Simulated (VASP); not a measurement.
Level of theory: optB86b-vdW, VASP's PBE PAW potentials (set 64) (plane waves; VASP). For the first row: Settings: 520 eV cut-off, 8×8×8 Γ-centred mesh, first-order Methfessel-Paxton smearing of 0.10 eV, potentials Mg Sn_d.

```tsv
system	energy (eV/atom)
Mg₂Sn (antifluorite)	-0.5136
Mg (hcp)	-0.0844
Sn (beta)	-0.6998
```

The references are the elements' solids at the same level; no temperature or zero-point terms are added.

Q: What is the formation energy per atom of Mg2Sn?

A: The references average (2×(-0.0844) + 1×(-0.6998))/3 = -0.2895 eV, so the formation energy is -0.5136 − (-0.2895) = -0.224 eV/atom.
